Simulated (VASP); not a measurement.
Level of theory: vdW-DF-cx, VASP's PBE PAW potentials (set 64) (plane waves; VASP 6.6.1).

VASP input:

**INCAR**
```
SYSTEM = ZnS
PREC = Accurate
ENCUT = 520
EDIFF = 1E-7
NELM = 100
ALGO = Normal
LREAL = .FALSE.
LASPH = .TRUE.
ISMEAR = 0
SIGMA = 0.05
GGA = CX
LUSE_VDW = .TRUE.
AGGAC = 0.0
LMAXMIX = 4
LWAVE = .FALSE.
LCHARG = .FALSE.
ISIF = 2
```

**POSCAR**
```
ZnS
2.6636330
  0.0000000000   1.0000001044   1.0000001044
  1.0000001044   0.0000000000   1.0000001044
  1.0000001044   1.0000001044   0.0000000000
Zn S
1 1
Cart
  0.0000000000   0.0000000000   0.0000000000
  0.5000000522   0.5000000522   0.5000000522
```

File KPOINTS:
```
Automatic mesh
0
G
9 9 9
```

POTCAR, in this order: Zn S (PBE.64 set). Program: vasp_std.

What VASP printed:

OUTCAR:
```
 ion  position               nearest neighbor table
   1  0.000  0.000  0.000-   2 2.31   2 2.31   2 2.31   2 2.31
   2  0.250  0.250  0.250-   1 2.31   1 2.31   1 2.31   1 2.31
  LATTYP: Found a face centered cubic cell.
 ALAT       =     5.3272665562
 Subroutine PRICEL returns:
 Original cell was already a primitive cell.
 Subroutine GETGRP returns: Found 24 space group operations
The static configuration has the point symmetry T_d .
The dynamic configuration has the point symmetry T_d .
 Subroutine INISYM returns: Found 24 space group operations
 Subroutine IBZKPT returns following result:
 Found     35 irreducible k-points:

 Following reciprocal coordinates:
            Coordinates               Weight
  0.000000  0.000000  0.000000      1.000000
  0.111111  0.000000  0.000000      8.000000
  0.222222  0.000000  0.000000      8.000000
  0.333333  0.000000  0.000000      8.000000
  0.444444  0.000000  0.000000      8.000000
  0.111111  0.111111  0.000000      6.000000
  0.222222  0.111111  0.000000     24.000000
  0.333333  0.111111  0.000000     24.000000
  0.444444  0.111111  0.000000     24.000000
 -0.444444  0.111111  0.000000     24.000000
 -0.333333  0.111111  0.000000     24.000000
 -0.222222  0.111111  0.000000     24.000000
 -0.111111  0.111111  0.000000     12.000000
  0.222222  0.222222  0.000000      6.000000
  0.333333  0.222222  0.000000     24.000000
  0.444444  0.222222  0.000000     24.000000
 -0.444444  0.222222  0.000000     24.000000
 -0.333333  0.222222  0.000000     24.000000
 -0.222222  0.222222  0.000000     12.000000
  0.333333  0.333333  0.000000      6.000000
  0.444444  0.333333  0.000000     24.000000
 -0.444444  0.333333  0.000000     24.000000
 -0.333333  0.333333  0.000000     12.000000
  0.444444  0.444444  0.000000      6.000000
...
```

OSZICAR:
```
       N       E                     dE             d eps       ncg     rms          rms(c)
DAV:   1     0.941695392528E+02    0.94170E+02   -0.93692E+03   910   0.167E+03
DAV:   2     0.343613675642E+01   -0.90733E+02   -0.86776E+02   950   0.289E+02
DAV:   3    -0.276932968412E+01   -0.62055E+01   -0.61743E+01  1175   0.757E+01
DAV:   4    -0.284657342557E+01   -0.77244E-01   -0.77207E-01   995   0.888E+00
DAV:   5    -0.284768345322E+01   -0.11100E-02   -0.11100E-02  1135   0.107E+00    0.769E+00
DAV:   6    -0.247522236118E+01    0.37246E+00   -0.95230E-01  1303   0.377E+01    0.587E+00
DAV:   7    -0.246211075036E+01    0.13112E-01   -0.32576E-01   955   0.592E+00    0.289E+00
DAV:   8    -0.246097272121E+01    0.11380E-02   -0.48761E-03  1050   0.861E-01    0.770E-01
DAV:   9    -0.246101731824E+01   -0.44597E-04   -0.10725E-03  1000   0.347E-01    0.102E-01
DAV:  10    -0.246112751936E+01   -0.11020E-03   -0.14032E-04  1018   0.113E-01    0.492E-02
DAV:  11    -0.246113268670E+01   -0.51673E-05   -0.13309E-05  1053   0.400E-02    0.459E-03
DAV:  12    -0.246113296931E+01   -0.28261E-06   -0.30110E-06  1060   0.137E-02    0.289E-03
DAV:  13    -0.246113316755E+01   -0.19824E-06   -0.44110E-07   940   0.700E-03    0.197E-03
DAV:  14    -0.246113311082E+01    0.56721E-07   -0.50701E-08   700   0.446E-03
   1 F= -.24611331E+01 E0= -.24611331E+01  d E =-.160279E-15
```

OUTCAR:
```
------------------------ aborting loop because EDIFF is reached ----------------------------------------
  FORCE on cell =-STRESS in cart. coord.  units (eV):
  Direction    XX          YY          ZZ          XY          YZ          ZX
  --------------------------------------------------------------------------------------
  Total        0.5903551      0.5903551      0.5903551      0.0000000      0.0000000      0.0000000
  in kB       25.0247989     25.0247989     25.0247989      0.0000000      0.0000000      0.0000000
  external PRESSURE =      25.0247989 kB  Pullay stress =       0.0000000 kB
  volume of cell :       37.80
      direct lattice vectors                 reciprocal lattice vectors
     0.000000000  2.663633278  2.663633278    -0.187713528  0.187713528  0.187713528
     2.663633278  0.000000000  2.663633278     0.187713528 -0.187713528  0.187713528
     2.663633278  2.663633278  0.000000000     0.187713528  0.187713528 -0.187713528
  FREE ENERGIE OF THE ION-ELECTRON SYSTEM (eV)
  ---------------------------------------------------
  free  energy   TOTEN  =        -2.4611331108 eV

  energy  without entropy=       -2.4611331108  energy(sigma->0) =       -2.46113311
```
(Selected blocks of OUTCAR.)

OUTCAR:
```
 val. band max:        2.4361272226   @ k =   0.0000   0.0000   0.0000

 cond. band min:       4.6638388781   @ k =   0.0000   0.0000   0.0000


 Fermi energy:         2.6974146491

 k-point     1 :       0.0000    0.0000    0.0000
  band No.  band energies     occupation
      1     -10.9986      2.00000
      2      -4.1325      2.00000
      3      -4.1325      2.00000
      4      -4.1325      2.00000
      5      -3.5901      2.00000
      6      -3.5901      2.00000
      7       2.4361      2.00000
      8       2.4361      2.00000
      9       2.4361      2.00000
     10       4.6638      0.00000
     11       8.7473      0.00000
     12       8.7473      0.00000
     13       8.7473      0.00000

 k-point     2 :       0.1111    0.0000    0.0000
  band No.  band energies     occupation
      1     -10.8976      2.00000
      2      -4.1355      2.00000
      3      -4.1141      2.00000
      4      -4.1141      2.00000
      5      -3.5918      2.00000
      6      -3.5918      2.00000
      7       1.4671      2.00000
      8       2.3069      2.00000
      9       2.3069      2.00000
     10       5.3734      0.00000
     11       8.6752      0.00000
     12       8.9663      0.00000
     13       8.9663      0.00000

 k-point     3 :       0.2222    0.0000    0.0000
  band No.  band energies     occupation
      1     -10.6236      2.00000
      2      -4.1153      2.00000
      3      -4.0710      2.00000
      4      -4.0710      2.00000
      5      -3.5907      2.00000
      6      -3.5907      2.00000
      7      -0.1295      2.00000
      8       2.0093      2.00000
      9       2.0093      2.00000
     10       5.9491      0.00000
     11       9.1550      0.00000
     12       9.3446      0.00000
     13       9.3446      0.00000

 k-point     4 :       0.3333    0.0000    0.0000
  band No.  band energies     occupation
      1     -10.2728      2.00000
      2      -4.0305      2.00000
      3      -4.0305      2.00000
...
```

The compound is ZnS in the zinc blende structure. This cell is one point of a volume scan, at 0.97 of the reference volume.
